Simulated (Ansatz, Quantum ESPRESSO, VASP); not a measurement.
One structure in several programs: Pd (Fm-3m, 1 atom in the cell)

Self-consistent single point.

```xyz
1
Lattice="0.0000 1.9298 1.9298 1.9298 0.0000 1.9298 1.9298 1.9298 0.0000" Properties=species:S:1:pos:R:3 pbc="T T T"
Pd     0.0000     0.0000     0.0000
```

Shared settings, as Ansatz (a first-principles code) writes them: kpoints.mp_grid.grid = 15 15 15; magnetization.spin_orbit = true; scf.occupations.method = gaussian; scf.occupations.width = 0.01 Ry. Potentials and cutoffs stand in the table.

```
code                                                                                                       model  pressure (GPa)   cutoff
----------------  ----------------------------------------------------------------------------------------------  --------------  -------
Quantum ESPRESSO  PBE, spin-orbit coupling, PseudoDojo fully relativistic norm-conserving (PBE) pseudopotentials           13.16    85 Ry
Ansatz                                                           PBE with spin-orbit coupling, default PAW files           12.73  30.9 Ry
VASP                                                PBE, spin-orbit coupling, VASP's PBE PAW potentials (set 64)           12.27   300 eV
```

The spread over the programs that give each value: pressure within 0.89 GPa.

Ansatz's pressure is given at a fixed set of plane waves, as the other plane-wave codes print theirs; with its correction for the finite basis it is 12.81 GPa.

VASP's run is marked for a possible Pulay error in its stress at this cutoff; no cutoff test was made.

The starting cell has typed, rounded lattice constants, without a prior relaxation at this level. Its lattice was rescaled by a random factor within 2.5 % of one.

Left out of this page: Elk, FLEUR and SIESTA (not drawn, or without a comparable value).

Keys are those of Ansatz 0.2.
